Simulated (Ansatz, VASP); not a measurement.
# SnH2: VASP beside Ansatz, part 2 of 2

Wanted: the spread between two codes on one cell, functional and k mesh. The cell is generated by rule, not measured, and may not be a known phase. The cell is taken from a series of runs on this material, whose earlier steps may have relaxed, scaled, displaced or heated it; both programs get it as it stands.

VASP 6.6.1 and Ansatz 0.2.0.

So far: Set-up; VASP: zone-centre phonons, PBEsol.

The structure was built from a prototype and need not be the compound's stable phase.

**3. Ansatz: zone-centre phonons, PBEsol**

Level of this step: Ansatz beside VASP: Kohn-Sham DFT, plane waves, PBEsol (Ansatz).

Ansatz runs on its default PAW (the set named soft_2) files.

The same cell, functional, mesh and smearing now go to Ansatz, which takes its cutoff from its data sets.

input.yaml

```yaml
crystal:
  lattice:
    - [4.26239277, -1.8958705609, -0.4569217319]
    - [4.26239277, 1.8958705609, -0.4569217319]
    - [-0.7159025212, 0.0, 2.8657907187]
  atoms:
    - { symbol: Sn, position: [0.9137299054, 0.9137299054, 1.0569495403] }
    - { symbol: H, position: [0.4619600951, 0.4619600951, 0.1053213645] }
    - { symbol: H, position: [0.6943428449, 0.6943428449, 0.8377290953] }
kpoints:
  mp_grid: { grid: [14, 14, 14] }
hamiltonian:
  xc: pbesol
scf:
  occupations: { method: methfessel_paxton, width: 0.2 }
output:
  eigenvalues: true
phonons:
  method: dfpt
```

Launch:

```bash
$ ansatz run input.yaml --threads 4 --pin off --max-ram 7168MiB --backend cpu --events-out ev --progress --plain --runs-dir out
```

Numbers of over 12 decimals in the logs are rounded to 6 here.

Log:

```text
zone centre: on kpoints.mp_grid the ground state, and the responses unless they are solved on pairs of k-points, stand on 744 of the mesh's 2744 k-points, reduced under 2 symmetry operations, with k and −k counted as one. Each operation leaves every solved displacement unchanged or reverses it
Engine: ansatz 0.2.0, aarch64-unknown-linux-gnu
Pseudopotentials: kind: paw
Pseudopotential: Sn, paw, valence charge 14, recommended cutoff 420 eV (normal), Sn.paw.azcp
Pseudopotential: H, paw, valence charge 1, recommended cutoff 420 eV (normal), H.paw.azcp
Functional definition: PBEsol
  exchange = pbesol_x
  correlation = pbesol_c
Crystal: 3 atoms, lattice volume = 45.076 Å³
Basis set: ecut = 420 eV, 871 PW (Γ), exchange–correlation on 64×64×40 points (8 copies of the dense FFT grid, shifted against one another)
Bands: 12, of which v1, the nominal top of the filled ones, is band 8 counted from 1 (7 counted from 0)
Symmetry: 2 space group operations
k-points: 744 of 2744 (time reversal used)
Non-local potential: Sn, projectors of the file, l = 0: 2, l = 1: 2, l = 2: 2, l = 3: 2
Non-local potential: H, projectors of the file, l = 0: 2, l = 1: 1
PAW form: soft (Blöchl's): semilocal exchange-correlation on the pseudo side does not see the compensation charge
PAW frozen core: Sn, regenerated for the run's functional, and the local potential with it (the file was generated under x = pbe(κ = 0.804, μ = 0.219515), c = pbe(β = 0.066725))
PAW one-centre angular grid: Sn, 590 points (default); XC on 64 Gauss nodes
PAW one-centre angular grid: H, 110 points (default); XC on 64 Gauss nodes
Initial density: superposition of atomic densities (neutral atoms: chi_scale 0, normalization atom), corrected by the library's trained network
Initial wavefunctions: pseudopotential atomic-orbital guess
Functional: x = pbesol(κ = 0.804, μ = 0.123457), c = pbesol(β = 0.046)
SCF iter   1: F=—  HF=-5979.962450 eV  |F-HF|=—  |Δ(HF+E_count)|=         —  Δρ=8.09e-3  dr2=2.16e-2  ethr=1.77e-3  ⟨swp⟩=5.0  Hψ=53288  notcnv=0
preconditioner: auto → Kerker (q_TF=auto, 2.296 Å⁻¹)  [metal: Δε(μ)=0.022 eV  Ē_g=20.305 eV  σ=0.200 eV  W_gap=0.09  n_scr=10 (ndim 8)  ℏωp=22.1 eV  f_vac=0.035  D(μ)=0.48/eV (n_scr^D=0)]
SCF iter   2: F=—  HF=-5979.956926 eV  |F-HF|=—  |Δ(HF+E_count)|=   5.52e-3  S|Δr|=    0.00e0  Δρ=4.13e-3  dr2=5.86e-3  ethr=1.35e-4  ⟨swp⟩=1.0  Hψ=14881  notcnv=0
SCF iter   3: F=—  HF=-5979.955311 eV  |F-HF|=—  |Δ(HF+E_count)|=   1.62e-3  S|Δr|=    0.00e0  Δρ=6.53e-4  dr2=1.77e-4  ethr=3.66e-5  ⟨swp⟩=2.7  Hψ=14834  notcnv=0
SCF iter   4: F=—  HF=-5979.955272 eV  |F-HF|=—  |Δ(HF+E_count)|=   3.84e-5  S|Δr|=    0.00e0  Δρ=2.89e-4  dr2=5.08e-5  ethr=1.11e-6  ⟨swp⟩=2.3  Hψ=13993  notcnv=0
SCF iter   5: F=—  HF=-5979.955285 eV  |F-HF|=—  |Δ(HF+E_count)|=   1.23e-5  S|Δr|=    0.00e0  Δρ=1.17e-4  dr2=6.91e-6  ethr=3.18e-7  ⟨swp⟩=3.0  Hψ=14872  notcnv=0
SCF iter   6: F=—  HF=-5979.955283 eV  |F-HF|=—  |Δ(HF+E_count)|=   1.32e-6  S|Δr|=    0.00e0  Δρ=3.13e-5  dr2=4.99e-7  ethr=4.32e-8  ⟨swp⟩=2.0  Hψ=14541  notcnv=0
SCF iter   7: F=—  HF=-5979.955283 eV  |F-HF|=—  |Δ(HF+E_count)|=   1.50e-7  S|Δr|=    0.00e0  Δρ=7.37e-6  dr2=2.22e-8  ethr=3.12e-9  ⟨swp⟩=2.0  Hψ=14833  notcnv=0
SCF iter   8: F=—  HF=-5979.955283 eV  |F-HF|=—  |Δ(HF+E_count)|=   1.22e-9  S|Δr|=    0.00e0  Δρ=2.18e-6  dr2=3.60e-9  ethr=1.39e-10  ⟨swp⟩=2.1  Hψ=14045  notcnv=0
SCF iter   9: F=—  HF=-5979.955283 eV  |F-HF|=—  |Δ(HF+E_count)|=  4.92e-10  S|Δr|=    0.00e0  Δρ=6.31e-7  dr2=3.51e-10  ethr=2.25e-11  ⟨swp⟩=2.0  Hψ=14373  notcnv=0
SCF iter  10: F=—  HF=-5979.955283 eV  |F-HF|=—  |Δ(HF+E_count)|=  3.27e-11  S|Δr|=    0.00e0  Δρ=1.49e-7  dr2=1.49e-11  ethr=2.19e-12  ⟨swp⟩=2.2  Hψ=13931  notcnv=0
SCF iter  11: F=-5979.955283 eV  HF=-5979.955283 eV  |F-HF|=5.46e-12  |Δ(HF+E_count)|=    0.00e0  S|Δr|=    0.00e0  Δρ=3.98e-8  dr2=9.05e-13  ethr=1.00e-12  ⟨swp⟩=6.1  Hψ=34199  notcnv=0
SCF 1 converged in 11 iterations: F = -5979.955283 eV  dr2 = 9.05e-13
  greatest PAW one-centre occupation: 0.991 electrons in one spin orbital (limit 2), on the Sn atom at site 0 (counted from 0), in its partial waves of l = 2
DFPT response loops at Γ: preconditioner auto → Kerker (q_TF=auto, 2.296 Å⁻¹) (partly filled bands, converged f_vac=0.031); β = 1.00, the filter's whole step (`scf.mixing.beta` (0.50) is not read by the response loops under this deck's `scf.mixing.preconditioner`; to damp them name `kerker` or `kerker_dos`, under which they read `scf.mixing.beta`, and type it under 1.00, their step now; both keys bind the ground state too); Broyden in place of MSR1
SCF converged after 11 iterations
Stability not checked: this state was not tested for a lower state beside it, because cold or Methfessel-Paxton smearing, or corrected tetrahedra, fill the levels in a way that the test cannot read (fill_not_monotonic; see scf.lower_state_search)
Free energy (F): -5979.955283 eV
Harris-Foulkes:  -5979.955283 eV  (|F-HF|=5.46e-12)
Internal energy: -5979.954697 eV  (E = F + TS)
E sigma→0 (E₀):  -5979.955137 eV
Entropy (-TS):   -0.000586 eV (-0.195 meV/atom)
Fermi energy:    5.360469 eV
--- Per-component energies (eV) ---
  E_band       = -154.319221
  E_kinetic    = 212.756229
  E_local      = -1227.607154  (includes V_loc(G=0)·N_el)
  E_nonlocal   = -27.339937
  E_hartree    = 682.254039
  E_xc         = -395.463119
  E_vxc        = -118.187587  (∫ρ·V_xc dr)
  E_paw        = -4067.602297  (= ΣΔE_a)
  E_vpaw       = -358.446682  (= ΣTr[D̂ρ^β])
  E_aug_tail   = -0.002170  (compensation charges beyond the density's cutoff)
  E_ewald      = -1157.235126
  E_core_change = 0.284840  (= ΣΔE_core)
  E_smearing   = -0.000586  (= −TS)
  E_closure    = 0.000000  (closes the sum)
  Σ components = -5979.955283   (vs F -5979.955283, Δ=0.00e0)
--- Band table (eV; the first three rows and the last of 744) ---
  k-point 0: bands = [... 4 lower, -15.6833, -5.1237, 3.0183, 6.7520, 7.3234, 7.5094, 12.4576, 13.7696]
  k-point 1: bands = [... 4 lower, -15.6915, -5.0335, 2.9933, 6.7962, 7.4054, 7.6194, 12.4199, 12.8431]
  k-point 2: bands = [... 4 lower, -15.7144, -4.7639, 2.9358, 6.8005, 7.6462, 7.9751, 10.9052, 12.9133]
  k-point 743: bands = [... 4 lower, -15.6447, -1.9284, 1.7652, 3.4104, 9.1108, 9.6834, 9.7134, 13.4340]
--- Phonons (Γ-DFPT): 9 representative perturbations + reference, on 744 of 2744 k-points (Σ response iterations 31) ---
  k mesh reduced under 2 symmetry operations, with k and −k counted as one. Each operation leaves every solved displacement unchanged or reverses it
  ASR residual: 3.729e-5 → 0.000e0 eV/Å²; symmetrization residual: 7.351e-7 eV/Å²
  ASR residual per site (eV/Å²): 3.73e-5 6.87e-6 3.59e-6
  Γ frequencies (cm⁻¹): 0.00 0.00 0.00 319.29 400.07 510.81 625.91 1188.56 1660.40
  non-analytic LO–TO correction: not included (Born effective charges unavailable; polar crystals: no LO–TO splitting at Γ)
```

**4. Differences**

Known differences besides the potentials themselves: the cutoff is 420 eV in Ansatz and 500 eV in VASP; Ansatz makes its cores anew for this functional, VASP keeps those of its PBE data sets. Total energies have different zeros and are not compared.

Compared:

```
             quantity  Ansatz    VASP  difference
optical mode 1 (cm⁻¹)   319.3   321.3     -0.62 %
optical mode 2 (cm⁻¹)   400.1   404.5     -1.10 %
optical mode 3 (cm⁻¹)   510.8   513.0     -0.42 %
optical mode 4 (cm⁻¹)   625.9   628.1     -0.35 %
optical mode 5 (cm⁻¹)  1188.6  1187.8     +0.06 %
optical mode 6 (cm⁻¹)  1660.4  1657.1     +0.20 %
```

Modes are paired by rising frequency, not by their patterns, so a pair may set unlike modes beside each other; they are those without the splitting of longitudinal modes.

**5. Outcome**

```
r.m.s. difference of the optical zone-centre modes, each program's sorted by frequency (zone-centre phonons, PBEsol) : 2.7 cm⁻¹
difference in optical mode 2 (zone-centre phonons, PBEsol)                                                           : -1.1 %
```

**Reading.** The r.m.s. difference of the optical zone-centre modes, each program's sorted by frequency is 2.7 cm⁻¹ (zone-centre phonons, PBEsol). Among the rows given in per cent, the largest difference of the zone-centre phonons, PBEsol pair is in optical mode 2, -1.1 %. How closely two codes agree says nothing of how well the functional describes the real material.

[Lines on the potential files, build, host, timing and source positions are cut from VASP's logs without a mark.]

[Logs are printed without paths, hosts, clocks, repeated set-up lines and the standing remarks that a program may print on its own settings, such as how far it seeks lower states.]

[Hosts, paths, dates, database ids (printed as entryN), source tags and the programs' standing remarks are cut or masked in the printed files.]
